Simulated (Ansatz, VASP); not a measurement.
## Os4C: VASP beside Ansatz

```
Os C
1.0
     4.03090    0.00000    0.00000
     0.00000    4.03090    0.00000
     0.00000    0.00000    4.03090
Os C
4 1
Direct
  0.50000 0.00000 0.00000
  0.00000 0.50000 0.00000
  0.00000 0.00000 0.50000
  0.50000 0.50000 0.50000
  0.00000 0.00000 0.00000
```

Alike in both runs: functional PBE; k mesh 4 × 4 × 4; occupations gaussian, width 0.1 eV; no spin polarisation.

Ansatz relaxed the structure, and its values are those at the end. VASP's run is a single point on that final structure, the one shown.

```csv
,VASP,Ansatz
version,VASP 6.6.1,Ansatz 0.2.0
potentials or method,"VASP PAW PBE potentials, release 64 (Os, C)","scalar-relativistic, plane waves, PAW"
plane-wave cutoff (eV),520,420
valence electrons in the cell,36,68
```

Ansatz gave:

| Quantity | Value |
| --- | --- |
| gap on the k mesh at the Fermi level (eV) | none |
| pressure (GPa) | -0.2 |

Q: Which values does VASP return?

A: gap on the k mesh at the Fermi level (eV): none; pressure (GPa): 1.4.

A gap of «none» marks a metal or a gap that the smearing closes. The two sets of potentials don't hold the same shells in valence.

Caveats: the k mesh is coarse (spacing up to 0.39 Å⁻¹), so the values aren't converged. Spin-orbit coupling is left out, which matters for the levels of Os.
